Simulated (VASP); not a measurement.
Level of theory: PBE GGA, VASP's PBE PAW potentials (set 64) (plane waves; VASP).

VASP ran on this input.

File KPOINTS:
```
Automatic mesh
0
Gamma
5 6 1
0 0 0
```

### INCAR
```
# general
SYSTEM =Nb16HO
PREC   =Normal
ENCUT  =400
LREAL  =.False.
LASPH  =.True.

# electronic loop
EDIFF  =1E-6
NELM   =100
NELMIN =4
ALGO   =Normal
LMAXMIX=4

# smearing
ISMEAR =1
SIGMA  =0.1

# functional
GGA    =PE

# output
LWAVE  =.False.
LCHARG =.False.
LORBIT =11
LVHAR  =.True.

# other
LDIPOL =.True.
IDIPOL =3
DIPOL  =0.5 0.5 0.5
```

File POSCAR:
```
Nb16HO
21.0551530
  0.3142803657   0.0000000000   0.0000000000
  0.1571401828   0.2222297894   0.0000000000
  0.0000000000   0.0000000000   0.9999999814
Nb O H
16 1 1
Direct
  0.7518644666   0.4962710667   0.3388055588
  0.2481355334   0.5037289333   0.3388055588
  0.7483355972   0.0000000000   0.3389794259
  0.2516644028   0.0000000000   0.3389794259
  0.0000000000   0.0000000000   0.4451278432
  0.5000000000   0.0000000000   0.4434247094
  0.0000000000   0.5000000000   0.4444923740
  0.5000000000   0.5000000000   0.4444923740
  0.7528777373   0.4942445254   0.5563005786
  0.2471222627   0.5057554746   0.5563005786
  0.7458606762   0.0000000000   0.5568689494
  0.2541393238   0.0000000000   0.5568689494
  0.0000000000   0.0000000000   0.6785129036
  0.5000000000   0.0000000000   0.6584432081
  0.0000000000   0.5000000000   0.6592158464
  0.5000000000   0.5000000000   0.6592158464
  0.0000000000   0.0000000000   0.7691904326
  0.0000000000   0.0000000000   0.8150294369
```

POTCAR, in this order: Nb_sv O H (PBE.64 set). Program: vasp_std. Read from the step before: WAVECAR.

The resulting files:

File OUTCAR:
```
 ion  position               nearest neighbor table
   1  0.752  0.496  0.339-   8 2.77   7 2.77   3 2.86   4 2.86   4 2.87   3 2.87
   2  0.248  0.504  0.339-   8 2.77   7 2.77   4 2.86   3 2.86   3 2.87   4 2.87
   3  0.748  0.000  0.339-   6 2.75   5 2.79   1 2.86   2 2.86   2 2.87   1 2.87
   4  0.252  0.000  0.339-   6 2.75   5 2.79   2 2.86   1 2.86   1 2.87   2 2.87
   5  0.000  0.000  0.445-   3 2.79   4 2.79   8 2.87   8 2.87   7 2.87   7 2.87  12 2.89  11 2.89
  LATTYP: Found a base centered orthorhombic cell.
 ALAT       =     6.6172211839
 B/A-ratio  =     1.4142136364
 C/A-ratio  =     3.1818722727
 Subroutine PRICEL returns:
 Original cell was already a primitive cell.
 Subroutine GETGRP returns: Found  4 space group operations
The static configuration has the point symmetry C_2v.
The dynamic configuration has the point symmetry C_2v.
 Subroutine INISYM returns: Found  4 space group operations
 Subroutine IBZKPT returns following result:
 Found     16 irreducible k-points:

 Following reciprocal coordinates:
            Coordinates               Weight
  0.000000  0.000000  0.000000      1.000000
  0.200000  0.000000  0.000000      2.000000
  0.400000  0.000000  0.000000      2.000000
  0.000000  0.166667  0.000000      2.000000
...
```

### OSZICAR
```
       N       E                     dE             d eps       ncg     rms          rms(c)
DAV:   1    -0.167101541991E+03   -0.16710E+03   -0.47815E-03  6552   0.210E-01    0.171E-01
DAV:   2    -0.167245643983E+03   -0.14410E+00   -0.61794E-01  6920   0.232E+00    0.176E+00
DAV:   3    -0.167100773334E+03    0.14487E+00   -0.51358E-01  6968   0.215E+00    0.193E-01
DAV:   4    -0.167100034187E+03    0.73915E-03   -0.12595E-02  6448   0.335E-01    0.269E-02
DAV:   5    -0.167100152066E+03   -0.11788E-03   -0.13340E-03  5976   0.984E-02    0.203E-02
DAV:   6    -0.167100148768E+03    0.32981E-05   -0.12979E-04  5984   0.454E-02    0.800E-03
DAV:   7    -0.167100148938E+03   -0.16999E-06   -0.10995E-05  5168   0.111E-02    0.542E-03
DAV:   8    -0.167100149114E+03   -0.17676E-06   -0.12629E-06  3128   0.539E-03
   1 F= -.16710015E+03 E0= -.16709862E+03  d E =-.459841E-02
```

**OUTCAR**
```
------------------------ aborting loop because EDIFF is reached ----------------------------------------
  FORCE on cell =-STRESS in cart. coord.  units (eV):
  Direction    XX          YY          ZZ          XY          YZ          ZX
  --------------------------------------------------------------------------------------
  Total       -7.4103570    -10.5186365     -2.2403613     -0.0000000      0.0000000      0.0000000
  in kB      -18.2118888    -25.8508785     -5.5059711     -0.0000000      0.0000000      0.0000000
  external PRESSURE =     -16.5229128 kB  Pullay stress =       0.0000000 kB
  volume of cell :      651.92
      direct lattice vectors                 reciprocal lattice vectors
     6.617221184  0.000000000  0.000000000     0.151120836 -0.106858563  0.000000000
     3.308610592  4.679082217  0.000000000     0.000000000  0.213717125  0.000000000
     0.000000000  0.000000000 21.055152608     0.000000000  0.000000000  0.047494313
 POSITION                                       TOTAL-FORCE (eV/Angst)
 -----------------------------------------------------------------------------------
      6.61722      2.32209      7.13360        -0.000000     -0.005775      0.003170
      3.30861      2.35699      7.13360         0.000000      0.005775      0.003170
      4.95190      0.00000      7.13726         0.001325      0.000000      0.004508
      1.66532      0.00000      7.13726        -0.001325      0.000000      0.004508
      0.00000      0.00000      9.37223         0.000000      0.000000     -0.005525
      3.30861      0.00000      9.33637         0.000000      0.000000     -0.006083
      1.65431      2.33954      9.35885         0.000000      0.000000     -0.007226
      4.96292      2.33954      9.35885         0.000000      0.000000     -0.007226
      6.61722      2.31261     11.71299        -0.000000     -0.011088      0.004023
      3.30861      2.36647     11.71299         0.000000      0.011088      0.004023
      4.93553      0.00000     11.72496         0.008538      0.000000      0.004962
      1.68170      0.00000     11.72496        -0.008538      0.000000      0.004962
      0.00000      0.00000     14.28619         0.000000      0.000000      0.005099
      3.30861      0.00000     13.86362         0.000000      0.000000     -0.001738
      1.65431      2.33954     13.87989         0.000000      0.000000     -0.002187
      4.96292      2.33954     13.87989         0.000000      0.000000     -0.002187
      0.00000      0.00000     16.19542         0.000000      0.000000      0.010188
      0.00000      0.00000     17.16057         0.000000      0.000000     -0.016440
 -----------------------------------------------------------------------------------
    total drift:                               -0.000289     -0.000401      0.005448
  FREE ENERGIE OF THE ION-ELECTRON SYSTEM (eV)
  ---------------------------------------------------
  free  energy   TOTEN  =      -167.1001491145 eV

  energy  without entropy=     -167.0955507014  energy(sigma->0) =     -167.09861631

 total charge

# of ion       s       p       d       tot
------------------------------------------
    1        2.221   5.952   2.559  10.732
    2        2.221   5.952   2.559  10.732
    3        2.220   5.952   2.567  10.738
    4        2.220   5.952   2.567  10.738
    5        2.221   6.010   2.495  10.726
    6        2.222   6.004   2.531  10.757
    7        2.221   6.006   2.516  10.743
    8        2.221   6.006   2.516  10.743
    9        2.223   6.005   2.538  10.766
   10        2.223   6.005   2.538  10.766
   11        2.218   6.007   2.497  10.722
   12        2.218   6.007   2.497  10.722
   13        2.211   5.999   2.420  10.630
   14        2.223   5.951   2.618  10.792
   15        2.220   5.962   2.562  10.744
   16        2.220   5.962   2.562  10.744
   17        1.583   3.571   0.000   5.154
   18        0.617   0.121   0.000   0.738
--------------------------------------------------
tot         37.721  99.423  40.539 177.683
```
(Selected blocks of OUTCAR.)

At this cut-off the stress carries a Pulay error, which pulls relaxed volumes low.

The cell is a thin slab with vacuum, built from Nb (bcc): (110) face, OH adsorbed.
